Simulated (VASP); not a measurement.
Method: PBEsol GGA, VASP's PBE PAW potentials (set 64) (plane waves; VASP).

VASP input:

POSCAR:
```
Cd2Hg2Se4
1
    0.0000000000     3.0577188153     3.0577188153
    3.0577188153    -0.0000000000     3.0577188153
   12.2156236915    12.2156236915     0.0152515698
Hg Se Cd
2 4 2
Direct
  0.0008922974   0.0008922974   0.9993307769
  0.9994211209   0.9994211209   0.2504341593
  0.2495652863   0.2495652863   0.0628260353
  0.2481888783   0.2481888783   0.3138583413
  0.2503532793   0.2503532793   0.5622350406
  0.2524069087   0.2524069087   0.8106948185
  0.9988658897   0.9988658897   0.5008505827
  0.0003063393   0.0003063393   0.7497702455
```

KPOINTS:
```
Automatic mesh
0
Gamma
8 8 2
0 0 0
```

### INCAR
```
! general
SYSTEM   =  Cd2Hg2Se4
PREC     =  Accurate
ENCUT    =  400
LREAL    =  .FALSE.
LASPH    =  .TRUE.

! electronic loop
EDIFF    =  1E-6
NELM     =  100
ALGO     =  Normal
LMAXMIX  =  6

! smearing
ISMEAR   =  1
SIGMA    =  0.1

! functional
GGA      =  PS

! ions
IBRION   =  2
NSW      =  60
ISIF     =  3
EDIFFG   =  -0.02

! output
LWAVE    =  .FALSE.
LCHARG   =  .FALSE.
```

POTCAR, in this order: Hg Se Cd (PBE.64 set). Program: vasp_std.

What VASP printed:

File OSZICAR:
```
       N       E                     dE             d eps       ncg     rms          rms(c)
DAV:   1     0.448596759060E+03    0.44860E+03   -0.29384E+04  1728   0.122E+03
DAV:   2     0.514098337031E+01   -0.44346E+03   -0.43410E+03  1914   0.326E+02
DAV:   3    -0.229812161050E+02   -0.28122E+02   -0.27960E+02  2012   0.804E+01
DAV:   4    -0.233365957418E+02   -0.35538E+00   -0.35452E+00  1933   0.844E+00
DAV:   5    -0.233401731671E+02   -0.35774E-02   -0.35762E-02  1993   0.808E-01    0.141E+01
DAV:   6    -0.219964751782E+02    0.13437E+01   -0.31689E+00  2144   0.155E+01    0.109E+01
DAV:   7    -0.219880459347E+02    0.84292E-02   -0.17186E+00  1820   0.561E+00    0.333E+00
DAV:   8    -0.219517774093E+02    0.36269E-01   -0.31960E-01  1849   0.439E+00    0.969E-01
DAV:   9    -0.219516987305E+02    0.78679E-04   -0.32447E-02  1825   0.151E+00    0.297E-01
DAV:  10    -0.219515964775E+02    0.10225E-03   -0.21640E-03  2021   0.329E-01    0.705E-02
DAV:  11    -0.219516331959E+02   -0.36718E-04   -0.27474E-04  1842   0.946E-02    0.271E-02
DAV:  12    -0.219516459710E+02   -0.12775E-04   -0.60875E-05  1902   0.510E-02    0.170E-02
DAV:  13    -0.219516498863E+02   -0.39153E-05   -0.10149E-05  1841   0.191E-02    0.442E-03
DAV:  14    -0.219516510487E+02   -0.11624E-05   -0.25965E-06  1367   0.733E-03    0.259E-03
DAV:  15    -0.219516512577E+02   -0.20896E-06   -0.21798E-07  1042   0.219E-03
   1 F= -.21951651E+02 E0= -.21951734E+02  d E =-.219517E+02
       N       E                     dE             d eps       ncg     rms          rms(c)
DAV:   1    -0.219522946972E+02   -0.64365E-03   -0.79867E-02  1750   0.140E+00    0.163E-01
DAV:   2    -0.219519106384E+02    0.38406E-03   -0.16541E-03  1904   0.307E-01    0.615E-02
DAV:   3    -0.219518396347E+02    0.71004E-04   -0.16035E-04  1981   0.741E-02    0.499E-02
DAV:   4    -0.219518171483E+02    0.22486E-04   -0.31375E-05  1879   0.340E-02    0.899E-03
DAV:   5    -0.219518146553E+02    0.24930E-05   -0.90095E-06  1954   0.233E-02    0.559E-03
DAV:   6    -0.219518144184E+02    0.23698E-06   -0.12105E-06   989   0.608E-03
   2 F= -.21951814E+02 E0= -.21951895E+02  d E =-.163161E-03
```

OUTCAR:
```
------------------------ aborting loop because EDIFF is reached ----------------------------------------
  FORCE on cell =-STRESS in cart. coord.  units (eV):
  Direction    XX          YY          ZZ          XY          YZ          ZX
  --------------------------------------------------------------------------------------
  Total       -0.0228194     -0.0228194     -0.0228194     -0.0023321      0.0023321      0.0023321
  in kB       -0.1600400     -0.1600400     -0.1600400     -0.0163556      0.0163556      0.0163556
  external PRESSURE =      -0.1600400 kB  Pullay stress =       0.0000000 kB
  volume of cell :      228.45
      direct lattice vectors                 reciprocal lattice vectors
     0.000000000  3.057707850  3.057707850    -0.163583007  0.163459356  0.163583007
     3.057707850  0.000000000  3.057707850     0.163459356 -0.163583007  0.163583007
    12.221593191 12.221593191  0.009238209     0.040926665  0.040926665 -0.040926665
 POSITION                                       TOTAL-FORCE (eV/Angst)
 -----------------------------------------------------------------------------------
     12.21566     12.21566      0.01517        -0.010080     -0.010080      0.010080
      6.11766      6.11766      6.11317         0.009883      0.009883     -0.009883
      1.53027      1.53027      1.52744        -0.003710     -0.003710      0.003710
      4.59457      4.59457      1.52084         0.004368      0.004368     -0.004368
      7.63689      7.63689      1.53624         0.001238      0.001238     -0.001238
     10.67972     10.67972      1.55111        -0.001975     -0.001975      0.001975
      9.17627      9.17627      6.11227         0.008795      0.008795     -0.008795
      9.16386      9.16386      0.00926        -0.008518     -0.008518      0.008518
 -----------------------------------------------------------------------------------
    total drift:                               -0.000407     -0.000407      0.000402
  FREE ENERGIE OF THE ION-ELECTRON SYSTEM (eV)
  ---------------------------------------------------
  free  energy   TOTEN  =       -21.9518144184 eV

  energy  without entropy=      -21.9520553676  energy(sigma->0) =      -21.95189473

 reached required accuracy - stopping structural energy minimisation
```
(Selected blocks of OUTCAR.)

### CONTCAR
```
Cd2Hg2Se4
   1.00000000000000
     0.0000000000000092    3.0577078499504862    3.0577078499504675
     3.0577078499504862    0.0000000000000092    3.0577078499504675
    12.2215931906494646   12.2215931906494646    0.0092382092525179
  Hg              Se              Cd
     2     4     2
Direct
     0.0009718361928546    0.0009718361928546    0.9992711228053617
     0.9992540933596762    0.9992540933596762    0.2505594299552442
     0.2496743320089758    0.2496743320089758    0.0627442510182651
     0.2482162123417609    0.2482162123417609    0.3138378407686762
     0.2503580920280043    0.2503580920280043    0.5622314310539981
     0.2524154144767254    0.2524154144767254    0.8106884391674546
     0.9987283895394675    0.9987283895394675    0.5009537078203954
     0.0003816299525406    0.0003816299525406    0.7497137775105994
```

The structure was generated: Cd2Hg2Se4 was put into an ordered model structure (R3m), which need not be its known phase. This run relaxes it. Symmetry was kept, so distortions that lower it aren't found. The start is the result of an earlier pass.
